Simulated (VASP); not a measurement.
Output of a VASP run:

### OSZICAR
```
       N       E                     dE             d eps       ncg     rms          rms(c)
DAV:   1     0.123799023453E+03    0.12380E+03   -0.67509E+03   448   0.863E+02
DAV:   2    -0.343516058170E+00   -0.12414E+03   -0.12282E+03   508   0.284E+02
DAV:   3    -0.819125151531E+01   -0.78477E+01   -0.77918E+01   574   0.762E+01
DAV:   4    -0.833654677489E+01   -0.14530E+00   -0.14528E+00   542   0.139E+01
DAV:   5    -0.834055521475E+01   -0.40084E-02   -0.40084E-02   584   0.176E+00    0.281E+00
DAV:   6    -0.818278492631E+01    0.15777E+00   -0.38682E-01   578   0.453E+00    0.168E+00
DAV:   7    -0.817581944890E+01    0.69655E-02   -0.91262E-02   542   0.161E+00    0.828E-01
DAV:   8    -0.817636553628E+01   -0.54609E-03   -0.10260E-02   514   0.114E+00    0.111E-01
DAV:   9    -0.817617940229E+01    0.18613E-03   -0.16461E-03   536   0.387E-01    0.382E-02
DAV:  10    -0.817620097856E+01   -0.21576E-04   -0.14426E-04   496   0.956E-02    0.249E-02
DAV:  11    -0.817620548729E+01   -0.45087E-05   -0.15294E-05   548   0.252E-02    0.469E-03
DAV:  12    -0.817620557490E+01   -0.87608E-07   -0.10557E-06   302   0.136E-02
   1 F= -.81762056E+01 E0= -.81762056E+01  d E =-.311704E-12
```

**OUTCAR**
```
------------------------ aborting loop because EDIFF is reached ----------------------------------------
  FORCE on cell =-STRESS in cart. coord.  units (eV):
  Direction    XX          YY          ZZ          XY          YZ          ZX
  --------------------------------------------------------------------------------------
  Total       -1.7722688     -1.7722688     -1.7722688      0.0000000      0.0000000     -0.0000000
  in kB      -38.4336119    -38.4336119    -38.4336119      0.0000000      0.0000000     -0.0000000
  external PRESSURE =     -38.4336119 kB  Pullay stress =       0.0000000 kB
  volume of cell :       73.88
      direct lattice vectors                 reciprocal lattice vectors
     0.000000000  3.330425000  3.330425000    -0.150130989  0.150130989  0.150130989
     3.330425000  0.000000000  3.330425000     0.150130989 -0.150130989  0.150130989
     3.330425000  3.330425000  0.000000000     0.150130989  0.150130989 -0.150130989
  FREE ENERGIE OF THE ION-ELECTRON SYSTEM (eV)
  ---------------------------------------------------
  free  energy   TOTEN  =        -8.1762055749 eV

  energy  without entropy=       -8.1762055749  energy(sigma->0) =       -8.17620557
```
(Selected blocks of OUTCAR.)

POSCAR:
```
TePb
1
    0.0000000000     3.3304250000     3.3304250000
    3.3304250000     0.0000000000     3.3304250000
    3.3304250000     3.3304250000     0.0000000000
Te Pb
1 1
Direct
  0.0000000000   0.0000000000   0.0000000000
  0.5000000000   0.5000000000   0.5000000000
```

Task: Reconstruct the remaining input files.

Result: One answer among several that fit: the input of the run itself, PBEsol GGA, plane waves, VASP's PBE PAW potentials (set 64).

### KPOINTS
```
Automatic mesh
0
Gamma
6 6 6
0 0 0
```

**INCAR**
```
SYSTEM = TePb
PREC = Accurate
ENCUT = 300
EDIFF = 1E-6
NELM = 100
ALGO = Normal
LREAL = .FALSE.
LASPH = .TRUE.
ISMEAR = 0
SIGMA = 0.01
GGA = PS
LMAXMIX = 4
LWAVE = .FALSE.
LCHARG = .FALSE.
ISIF = 2
```

POTCAR, in this order: Te Pb_d (PBE.64 set). Program: vasp_std.

At this cut-off the stress carries a Pulay error, which pulls relaxed volumes low.

The structure comes from a computed database's TePb entry; how it stands against other phases isn't given here. The cell was not relaxed at this level.
